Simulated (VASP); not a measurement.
Given:

```
Sn
1.0
   -1.88565     1.88565     1.88565
    1.88565    -1.88565     1.88565
    1.88565     1.88565    -1.88565
Sn
1
Cartesian
  0.00000   0.00000   0.00000
```

Method: r2SCAN meta-GGA, VASP's PBE PAW potentials (set 64) (plane waves; VASP). Settings: 400 eV cut-off, 15×15×15 Γ-centred mesh, tetrahedra with Blöchl corrections, potentials Sn_d.

Unless said otherwise, spin-orbit coupling is left out, though it shifts the bands of the heavy elements here.

Tabulate the total density of states (states/eV per cell) against energy (eV; zero at the valence-band maximum or, without a gap, the Fermi level).

```
E (eV) | DOS (states/eV)
    -9.98 | ########### 0.21
    -9.38 | ############ 0.24
    -8.90 | ############# 0.27
    -8.30 | ############### 0.31
    -7.70 | ################# 0.35
    -7.22 | #################### 0.40
    -6.62 | ############################ 0.56
    -6.02 | ####################### 0.46
    -5.54 | ############# 0.25
    -4.94 | ##### 0.10
    -4.34 | ######### 0.18
    -3.86 | ############### 0.30
    -3.26 | ####################### 0.47
    -2.66 | ############################# 0.58
    -2.18 | ###################### 0.43
    -1.58 | ######################## 0.47
    -0.98 | ######################### 0.51
    -0.50 | ############################# 0.57
     0.10 | ############################ 0.55
     0.70 | ########################### 0.55
     1.18 | ############################ 0.55
     1.78 | ############################ 0.56
     2.38 | ############################ 0.56
     2.86 | ############################# 0.57
     3.46 | ############################## 0.60
```
Within 2 eV below the Fermi level the largest weight inside VASP's projection spheres is Sn p, then Sn s.

The structure comes from a computed database's Sn entry (Im-3m); how it stands against other phases isn't given here. It was relaxed first.
